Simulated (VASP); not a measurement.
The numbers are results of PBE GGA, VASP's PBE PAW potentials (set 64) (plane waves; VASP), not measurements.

VASP ran on this input.

INCAR:
```
ALGO  =  Normal
EDIFF  =  1E-6
ENCUT  =  400
GGA  =  PE
ISIF  =  2
ISMEAR  =  0
LASPH  =  .TRUE.
LCHARG  =  .FALSE.
LMAXMIX  =  4
LREAL  =  .FALSE.
LWAVE  =  .FALSE.
NELM  =  100
PREC  =  Accurate
SIGMA  =  0.2
SYSTEM  =  Ru
```

### POSCAR
```
Ru
1.0
  1.3821000000  -2.3938680000   0.0000000000
  1.3821000000   2.3938680000   0.0000000000
  0.0000000000   0.0000000000   4.3656000000
Ru
2
Direct
  0.3333330000   0.6666670000   0.2500000000
  0.6666670000   0.3333330000   0.7500000000
```

**KPOINTS**
```
kpoints
0
Gamma
 14 14 8
0 0 0
```

POTCAR, in this order: Ru_pv (PBE.64 set). Program: vasp_std.

The resulting files:

File OUTCAR:
```
 ion  position               nearest neighbor table
   1  0.333  0.667  0.250-   2 2.70   2 2.70   2 2.70   2 2.70   2 2.70   2 2.70
   2  0.667  0.333  0.750-   1 2.70   1 2.70   1 2.70   1 2.70   1 2.70   1 2.70
  LATTYP: Found a hexagonal cell.
 ALAT       =     2.7642005013
 C/A-ratio  =     1.5793355069
 Subroutine PRICEL returns:
 Original cell was already a primitive cell.
 Subroutine GETGRP returns: Found 24 space group operations
The static configuration has the point symmetry D_3d.
 The point group associated with its full space group is D_6h.
The dynamic configuration has the point symmetry D_3d.
 Subroutine INISYM returns: Found 24 space group operations
 Subroutine IBZKPT returns following result:
 Found    120 irreducible k-points:

 Following reciprocal coordinates:
            Coordinates               Weight
  0.000000  0.000000  0.000000      1.000000
  0.071429 -0.000000  0.000000      6.000000
  0.142857 -0.000000  0.000000      6.000000
  0.214286  0.000000  0.000000      6.000000
  0.285714  0.000000  0.000000      6.000000
  0.357143  0.000000  0.000000      6.000000
  0.428571  0.000000  0.000000      6.000000
...
```

**OSZICAR**
```
       N       E                     dE             d eps       ncg     rms          rms(c)
DAV:   1     0.239372907521E+03    0.23937E+03   -0.15841E+04  4392   0.142E+03
DAV:   2    -0.145084371110E+02   -0.25388E+03   -0.24885E+03  4582   0.439E+02
DAV:   3    -0.197705472973E+02   -0.52621E+01   -0.51247E+01  4546   0.679E+01
DAV:   4    -0.198273770411E+02   -0.56830E-01   -0.56733E-01  5402   0.621E+00
DAV:   5    -0.198281871238E+02   -0.81008E-03   -0.81005E-03  4648   0.645E-01    0.153E+01
DAV:   6    -0.185030205916E+02    0.13252E+01   -0.38359E+00  4358   0.200E+01    0.351E+00
DAV:   7    -0.184312626049E+02    0.71758E-01   -0.22449E-01  4422   0.430E+00    0.935E-01
DAV:   8    -0.184234826301E+02    0.77800E-02   -0.57429E-03  4508   0.880E-01    0.207E-01
DAV:   9    -0.184233741580E+02    0.10847E-03   -0.57666E-04  5434   0.260E-01    0.447E-02
DAV:  10    -0.184233829480E+02   -0.87900E-05   -0.22256E-05  4694   0.447E-02    0.157E-02
DAV:  11    -0.184233868397E+02   -0.38917E-05   -0.26482E-06  3556   0.146E-02    0.260E-03
DAV:  12    -0.184233867722E+02    0.67528E-07   -0.11117E-07  2190   0.266E-03
   1 F= -.18423387E+02 E0= -.18403658E+02  d E =-.394571E-01
```

OUTCAR:
```
------------------------ aborting loop because EDIFF is reached ----------------------------------------
  FORCE on cell =-STRESS in cart. coord.  units (eV):
  Direction    XX          YY          ZZ          XY          YZ          ZX
  --------------------------------------------------------------------------------------
  Total       -2.4647559     -2.4647571     -2.7184117      0.0000000      0.0000000      0.0000000
  in kB     -136.7007516   -136.7008177   -150.7690555      0.0000000      0.0000000      0.0000000
  external PRESSURE =    -141.3902083 kB  Pullay stress =       0.0000000 kB
  volume of cell :       28.89
      direct lattice vectors                 reciprocal lattice vectors
     1.382100000 -2.393868000  0.000000000     0.361768324 -0.208866988  0.000000000
     1.382100000  2.393868000  0.000000000     0.361768324  0.208866988  0.000000000
     0.000000000  0.000000000  4.365600000     0.000000000  0.000000000  0.229063588
 POSITION                                       TOTAL-FORCE (eV/Angst)
 -----------------------------------------------------------------------------------
      1.38210      0.79796      1.09140        -0.000000     -0.000000      0.000000
      1.38210     -0.79796      3.27420         0.000000      0.000000      0.000000
 -----------------------------------------------------------------------------------
    total drift:                               -0.000000      0.000536     -0.000045
  FREE ENERGIE OF THE ION-ELECTRON SYSTEM (eV)
  ---------------------------------------------------
  free  energy   TOTEN  =       -18.4233867722 eV

  energy  without entropy=      -18.3839297190  energy(sigma->0) =      -18.40365825
```
(Selected blocks of OUTCAR.)

The compound is Ru in the hcp structure. The cell was not relaxed at this level. The run is one of a series of settings (ISMEAR = 0, SIGMA = 0.2 against the base run), some of them coarse on purpose.
